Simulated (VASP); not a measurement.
Si2Sb2Te:

```
Si Sb Te
1.0
     2.04097    1.17836    8.29600
    -2.04097    1.17836    8.29600
     0.00000   -2.35671    8.29600
Si Sb Te
2 2 1
Direct
  0.81123 0.81123 0.81123
  0.18877 0.18877 0.18877
  0.41514 0.41514 0.41514
  0.58486 0.58486 0.58486
  0.00000 0.00000 0.00000
```

The cell was built by a generator and needn't be a form met in nature.

```yaml
Program: VASP 6.6.1
Task: relaxation of cell and atoms
Functional: PBE
Potentials_or_basis: VASP PAW PBE potentials, release 64 (Si, Sb, Te)
Cutoff: 520 eV
k_mesh: 8 × 8 × 8
Occupations: gaussian, width 0.1 eV
Spin: no spin polarisation
```

At the start: pressure 0.7 GPa; volume 23.94 Å³/atom.

Q: Where does the relaxation end?

A: Over 15 steps the energy falls by 9.8 meV/atom and the volume is 24.07 Å³/atom (+0.5 %); space group R-3m (No. 166, to 0.05 Å).

The path:
| step | energy change (eV) | largest force (eV/Å) | pressure (GPa) | volume (Å³) |
| --- | --- | --- | --- | --- |
| 1 | 0.0000 | 0.0709 | 0.72 | 119.71 |
| 2 | -0.0124 | 0.0701 | -0.35 | 121.58 |
| 3 | -0.0136 | 0.0696 | -0.79 | 122.40 |
| 4 | -0.0238 | 0.0671 | -0.70 | 122.16 |
| 5 | -0.0420 | 0.0540 | -0.47 | 121.46 |
| 6 | -0.0177 | 0.1979 | 0.18 | 119.77 |
| 7 | -0.0459 | 0.0680 | -0.34 | 121.13 |
| 8 | -0.0466 | 0.0986 | -0.24 | 120.88 |
| 9 | -0.0466 | 0.0904 | -0.27 | 120.95 |
| 10 | -0.0477 | 0.0629 | 0.17 | 120.14 |
| 11 | -0.0477 | 0.0658 | 0.14 | 120.23 |
| 12 | -0.0484 | 0.0405 | 0.07 | 120.34 |
| 13 | -0.0489 | 0.0037 | -0.02 | 120.52 |
| 14 | -0.0491 | 0.0022 | 0.00 | 120.45 |
| 15 | -0.0492 | 0.0049 | 0.05 | 120.35 |

Final structure:
```xyz
5
Lattice="1.9815 1.1440 8.8487 -1.9815 1.1440 8.8487 0.0000 -2.2880 8.8487" Properties=species:S:1:pos:R:3 pbc="T T T"
Si    0.0000    0.0000   21.5515
Si    0.0000    0.0000    4.9946
Sb    0.0000    0.0000   10.9840
Sb    0.0000    0.0000   15.5620
Te    0.0000    0.0000    0.0000
```
